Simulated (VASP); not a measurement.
VASP input:

**POSCAR**
```
CdZn3Te4
1
    0.0000000000     3.0814888734     3.0814888734
    3.0814888734     0.0000000000     3.0814888734
   12.3654372857    12.3654372857    -0.0394817921
Zn Te Cd
3 4 1
Direct
  0.9882749146   0.9882749146   0.0087938141
  0.9996548440   0.9996548440   0.2502588670
  0.0095495212   0.0095495212   0.4928378591
  0.2441248753   0.2441248753   0.0669063435
  0.2549919470   0.2549919470   0.3087560397
  0.2653374728   0.2653374728   0.5509968954
  0.2331723169   0.2331723169   0.8251207623
  0.0048941081   0.0048941081   0.7463294189
```

### INCAR
```
SYSTEM = CdZn3Te4
PREC = Accurate; ENCUT = 400; LREAL = .False.
LASPH = .True.
EDIFF = 1E-6; NELM = 100; ALGO = Normal
LMAXMIX = 4
ISMEAR = 0; SIGMA = 0.05
GGA = PS
IBRION = 2; NSW = 60; ISIF = 3
EDIFFG = -0.02
LWAVE = .False.; LCHARG = .False.
```

**KPOINTS**
```
Automatic
0
G
  6 6 2
```

POTCAR, in this order: Zn Te Cd (PBE.64 set). Program: vasp_std.

**Question.** Write an equivalent input for Ansatz.

**Answer.** One equivalent input (not run):
Ansatz 0.2 input:
```yaml
crystal:
  lattice:
    - [0.0000000, 3.0814889, 3.0814889]
    - [3.0814889, 0.0000000, 3.0814889]
    - [12.3654373, 12.3654373, -0.0394818]
  atoms:
    - { symbol: Zn, position: [0.9882749, 0.9882749, 0.0087938] }
    - { symbol: Zn, position: [0.9996548, 0.9996548, 0.2502589] }
    - { symbol: Zn, position: [0.0095495, 0.0095495, 0.4928379] }
    - { symbol: Te, position: [0.2441249, 0.2441249, 0.0669063] }
    - { symbol: Te, position: [0.2549919, 0.2549919, 0.3087560] }
    - { symbol: Te, position: [0.2653375, 0.2653375, 0.5509969] }
    - { symbol: Te, position: [0.2331723, 0.2331723, 0.8251208] }
    - { symbol: Cd, position: [0.0048941, 0.0048941, 0.7463294] }
kpoints:
  mp_grid: { grid: [6, 6, 2] }
hamiltonian:
  xc: pbesol
  pseudopotentials: { kind: paw }
scf:
  occupations: { method: gaussian, width: 0.05 }
  max_iter: 100
relax:
  max_steps: 60
  f_tol: 0.02
  cell: {}
output: { forces: true, stress: true, eigenvalues: true }
```
What does not carry over: each code has its own PAW files, so the cut-off isn't converted (ENCUT is set for VASP's; basis.ecutwfc is left out, and Ansatz then takes the one that its files recommend); Ansatz stops its SCF on the density residual and VASP on the energy change (EDIFF).

The structure was generated: CdZn3Te4 was put into an ordered model structure (R3m), which need not be its known phase. This run relaxes it. Symmetry was kept, so distortions that lower it aren't found. The start is the result of an earlier pass.
